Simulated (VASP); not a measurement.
Data:

```
KCl
1.0
    4.31368     0.00000     0.00000
   -2.15684     3.73576     0.00000
    0.00000     0.00000     7.60274
K Cl
2 2
Direct
  0.00000   0.00000   0.00000
  0.00000   0.00000   0.50000
  0.33333   0.66667   0.25000
  0.66667   0.33333   0.75000
```

Calculation: PBEsol GGA, VASP's PBE PAW potentials (set 64) (plane waves; VASP). Run with 400 eV cut-off, Gaussian smearing of 0.050 eV, potentials K_sv Cl.

Question: Predict the band gap (along the path) with the smallest direct gap where there is one.

Answer: 
| Item | Result |
|---|---|
| band gap (along the path) | 5.01 eV |
| smallest direct gap (along the path) | 5.01 eV |

Only differences to runs with the same potentials and settings are physical.

The structure was generated: KCl was put into the NiAs type type (P6_3/mmc), which need not be its known phase. It was relaxed first, which changed the volume by -11 %.
